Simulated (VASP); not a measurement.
Set up this calculation in VASP 6.6.1, as the native input.

```yaml
Task: relaxation of cell and atoms
Functional: PBE
Potentials_or_basis: VASP PAW PBE potentials, release 64 (Ti_sv, Mo_sv, Se)
Cutoff: 520 eV
k_mesh: 3 × 3 × 3
Occupations: gaussian, width 0.15 eV
Spin: no spin polarisation
Further_INCAR_settings: PREC = Normal; ALGO = Fast; EDIFF = 0.0001; IBRION = 2; EDIFFG = -0.08; NSW = 24; ISIF = 3
```

The structure of TiMoSe3 lies in POSCAR:

```
TiMoSe3
1.0
    4.9179399500      0.0000000000      0.0000000000
    0.0000000000      4.9179399500      0.0000000000
    0.0000000000      0.0000000000      4.9179399500
Ti Mo Se
1 1 3
Direct
    0.5000000000      0.5000000000      0.5000000000
    0.0000000000      0.0000000000      0.0000000000
    0.0000000000      0.5000000000      0.5000000000
    0.5000000000      0.0000000000      0.5000000000
    0.5000000000      0.5000000000      0.0000000000
```

The cell was built by a generator and needn't be a form met in nature.

One way to write it, as run:

INCAR

```
ALGO     = Fast           # electronic algorithm
EDIFF    = 1E-4           # SCF threshold, eV
EDIFFG   = -0.08          # ionic threshold
ENCUT    = 520            # plane-wave cutoff, eV
GGA      = PE             # functional
IBRION   = 2              # ionic algorithm
ISIF     = 3              # what is computed and relaxed
ISMEAR   = 0              # smearing method
LASPH    = True           # aspherical terms in the spheres
LCHARG   = False          # write CHGCAR
LREAL    = False          # projectors in reciprocal space
LWAVE    = False          # write WAVECAR
NELM     = 60             # most SCF steps
NSW      = 24             # ionic steps
PREC     = Normal         # precision mode
SIGMA    = 0.15           # smearing width, eV
```

KPOINTS

```
k-points
0
Gamma
  3 3 3
```

Potentials or basis: VASP PAW PBE potentials, release 64 (Ti_sv, Mo_sv, Se).

The run is started by

```console
$ cat potpaw_PBE.64/Ti_sv/POTCAR potpaw_PBE.64/Mo_sv/POTCAR potpaw_PBE.64/Se/POTCAR > POTCAR
$ mpirun -np 1 vasp_std > vasp.out
```

It gave:

```yaml
Relaxed_volume: 22.43 Å³/atom
Relaxed_cell: a = 4.823 Å, b = 4.823 Å, c = 4.823 Å, α = 90.00°, β = 90.00°, γ = 90.00°
Space_group_after_relaxing_to_0.05_Å: Pm-3m (No. 221)
Energy_gained_by_relaxing: 17.6 meV/atom
Ionic_steps: 3
Pressure_after_relaxing: 0.0 GPa
Band_gap_on_the_k_mesh: none (metal or under the smearing width)
```

Caveat: the k mesh is coarse (spacing up to 0.43 Å⁻¹), so the values aren't converged.

It took 24 s on 1 thread of Intel(R) Xeon(R) 6975P-C (Granite Rapids), on a shared host, peak memory 0.16 GiB.
